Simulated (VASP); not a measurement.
Output of a VASP run:

File OUTCAR:
```
 ion  position               nearest neighbor table
   1  0.000  0.000  0.000-   3 2.15   4 2.15   4 2.15   3 2.15   4 2.15   3 2.15   2 2.22   2 2.22
  LATTYP: Found a hexagonal cell.
 ALAT       =     3.1839060000
 C/A-ratio  =     1.3937553433
 Subroutine PRICEL returns:
 Original cell was already a primitive cell.
 Subroutine GETGRP returns: Found 24 space group operations
The static configuration has the point symmetry D_3d.
 The point group associated with its full space group is D_6h.
The dynamic configuration has the point symmetry D_3d.
 Subroutine INISYM returns: Found 24 space group operations
 Subroutine IBZKPT returns following result:
 Found     21 irreducible k-points:

 Following reciprocal coordinates:
            Coordinates               Weight
  0.000000  0.000000  0.000000      1.000000
  0.166667  0.000000  0.000000      6.000000
  0.333333 -0.000000  0.000000      6.000000
  0.500000 -0.000000  0.000000      3.000000
  0.166667  0.166667  0.000000      6.000000
  0.333333  0.166667  0.000000     12.000000
  0.333333  0.333333  0.000000      2.000000
  0.000000  0.000000  0.250000      2.000000
  0.166667  0.000000  0.250000     12.000000
  0.333333 -0.000000  0.250000     12.000000
  0.500000 -0.000000  0.250000      6.000000
  0.166667  0.166667  0.250000     12.000000
  0.333333  0.166667  0.250000     24.000000
  0.333333  0.333333  0.250000      4.000000
  0.000000  0.000000  0.500000      1.000000
  0.166667  0.000000  0.500000      6.000000
  0.333333 -0.000000  0.500000      6.000000
  0.500000 -0.000000  0.500000      3.000000
  0.166667  0.166667  0.500000      6.000000
  0.333333  0.166667  0.500000     12.000000
  0.333333  0.333333  0.500000      2.000000
   k-points           NKPTS =     21   k-points in BZ     NKDIM =     21   number of bands    NBANDS=     14
   number of dos      NEDOS =    301   number of ions     NIONS =      4
   total plane-waves  NPLWV =  17280
   dimension x,y,z NGX =    24 NGY =   24 NGZ =   30
   dimension x,y,z NGXF=    48 NGYF=   48 NGZF=   60
   ions per type =               2   2
   PREC   = accura    normal or accurate (medium, high low for compatibility)
   ISTART =      0    job   : 0-new  1-cont  2-samecut
   ICHARG =      2    charge: 1-file 2-atom 10-const
   ISPIN  =      1    spin polarized calculation?
   LNONCOLLINEAR =      F non collinear calculations
   LSORBIT =      F    spin-orbit coupling
   INIWAV =      1    electr: 0-lowe 1-rand  2-diag
   ENCUT  =  400.0 eV  29.40 Ry    5.42 a.u.   5.19  5.19  7.24*2*pi/ulx,y,z
   NELM   =    100;   NELMIN=  2; NELMDL= -5     # of ELM steps
   EDIFF  = 0.1E-05   stopping-criterion for ELM
   LREAL  =      F    real-space projection
   NLSPLINE    = F    spline interpolate recip. space projectors
   LMAXMIX     =    4 max onsite mixed and CHGCAR
   VOSKOWN=      0    Vosko Wilk Nusair interpolation
   EDIFFG = 0.1E-04   stopping-criterion for IOM
   NSW    =      0    number of steps for IOM
   NBLOCK =      1;   KBLOCK =      1    inner block; outer block
   IBRION =     -1    ionic relax: 0-MD 1-quasi-New 2-CG
   NFREE  =      0    steps in history (QN), initial steepest desc. (CG)
   ISIF   =      2    stress and relaxation
   ISYM   =      2    0-nonsym 1-usesym 2-fastsym
   TEIN   =    0.0    initial temperature
   TEBEG  =    0.0;   TEEND  =   0.0 temperature during run
   SMASS  =  -3.00    Nose mass-parameter (am)
   PSTRESS=    0.0 pullay stress
   NELECT =      20.0000    total number of electrons
   EFERMI =   0.00;   METHOD = LEGACY
   ISMEAR =    -1;   SIGMA  =   0.10  broadening in eV -4-tet -1-fermi 0-gaus
   IALGO  =     38    algorithm
   LDIAG  =      T    sub-space diagonalisation (order eigenvalues)
   IMIX   =      4    mixing-type and parameters
     AMIX     =   0.40;   BMIX     =  1.00
     AMIX_MAG =   1.60;   BMIX_MAG =  1.00
     AMIN     =   0.10
   GGA     = PE    functional components
   VOSKOWN =     0    Vosko Wilk Nusair interpolation
...
```

File OSZICAR:
```
       N       E                     dE             d eps       ncg     rms          rms(c)
DAV:   1     0.679059255928E+02    0.67906E+02   -0.89340E+03   588   0.108E+03
DAV:   2    -0.167777912491E+02   -0.84684E+02   -0.82624E+02   766   0.214E+02
DAV:   3    -0.207091863280E+02   -0.39314E+01   -0.38382E+01   768   0.472E+01
DAV:   4    -0.207463739301E+02   -0.37188E-01   -0.37175E-01   680   0.442E+00
DAV:   5    -0.207468566316E+02   -0.48270E-03   -0.48231E-03   758   0.440E-01    0.133E+01
DAV:   6    -0.180947354302E+02    0.26521E+01   -0.14507E+01   678   0.267E+01    0.676E+00
DAV:   7    -0.180764850864E+02    0.18250E-01   -0.92016E-01   636   0.790E+00    0.482E+00
DAV:   8    -0.180720973532E+02    0.43877E-02   -0.16220E-01   678   0.292E+00    0.932E-01
DAV:   9    -0.180583740238E+02    0.13723E-01   -0.61212E-02   696   0.174E+00    0.131E-01
DAV:  10    -0.180587480953E+02   -0.37407E-03   -0.27874E-03   660   0.411E-01    0.423E-02
DAV:  11    -0.180587436060E+02    0.44893E-05   -0.35590E-05   748   0.452E-02    0.134E-02
DAV:  12    -0.180587400500E+02    0.35560E-05   -0.78390E-06   708   0.202E-02    0.828E-03
DAV:  13    -0.180587396432E+02    0.40674E-06   -0.10848E-06   426   0.868E-03
   1 F= -.18058740E+02 E0= -.18043890E+02  d E =-.296993E-01
```

File OUTCAR:
```
------------------------ aborting loop because EDIFF is reached ----------------------------------------
  FORCE on cell =-STRESS in cart. coord.  units (eV):
  Direction    XX          YY          ZZ          XY          YZ          ZX
  --------------------------------------------------------------------------------------
  Total       10.8610011     10.8610052     29.2843105      0.0000000      0.0000000      0.0000000
  in kB      446.6655601    446.6657288   1204.3358504      0.0000000      0.0000000      0.0000000
  external PRESSURE =     699.2223797 kB  Pullay stress =       0.0000000 kB
  volume of cell :       38.96
      direct lattice vectors                 reciprocal lattice vectors
     3.183906000  0.000000000  0.000000000     0.314079624  0.181333921  0.000000000
    -1.591953000  2.757344000  0.000000000     0.000000000  0.362667843  0.000000000
     0.000000000  0.000000000  4.437586000     0.000000000  0.000000000  0.225347745
 POSITION                                       TOTAL-FORCE (eV/Angst)
 -----------------------------------------------------------------------------------
      0.00000      0.00000      0.00000         0.000000      0.000000      0.000000
      0.00000      0.00000      2.21879         0.000000      0.000000      0.000000
     -0.00000      1.83823      1.10940        -0.000000      0.000000      0.000000
      1.59195      0.91911      3.32819         0.000000     -0.000000      0.000000
 -----------------------------------------------------------------------------------
    total drift:                                0.000000     -0.000000      0.000000
  FREE ENERGIE OF THE ION-ELECTRON SYSTEM (eV)
  ---------------------------------------------------
  free  energy   TOTEN  =       -18.0587396432 eV

  energy  without entropy=      -18.0290403336  energy(sigma->0) =      -18.04388999
```
(Selected blocks of OUTCAR.)

POSCAR:
```
AsN
1
    3.1839060000     0.0000000000     0.0000000000
   -1.5919530000     2.7573440000     0.0000000000
    0.0000000000     0.0000000000     4.4375860000
As N
2 2
Direct
  0.0000000000   0.0000000000   0.0000000000
  0.0000000000   0.0000000000   0.5000000000
  0.3333330000   0.6666670000   0.2500000000
  0.6666670000   0.3333330000   0.7500000000
```

Q: Write an INCAR and KPOINTS that could have produced this output.

A: This is not unique; one that fits is the input of the run itself, PBE GGA, plane waves, VASP's PBE PAW potentials (set 64).

File KPOINTS:
```
Automatic mesh
0
Gamma
6 6 4
0 0 0
```

INCAR:
```
ALGO = Normal
EDIFF = 1E-6
ENCUT = 400
GGA = PE
ISIF = 2
ISMEAR = -1
LASPH = .True.
LCHARG = .False.
LMAXMIX = 4
LREAL = .False.
LWAVE = .False.
NELM = 100
PREC = Accurate
SIGMA = 0.1
SYSTEM = AsN
```

POTCAR, in this order: As N (PBE.64 set). Program: vasp_std.

At this cut-off the stress carries a Pulay error, which pulls relaxed volumes low.

The structure was generated: AsN was put into an ordered model structure, which need not be its known phase. The cell was not relaxed at this level, and its volume differs by -5.9 % from the start's. The k-mesh is coarse (spacing up to 0.38 per Å, 2π included), so the numbers may not be converged in it.
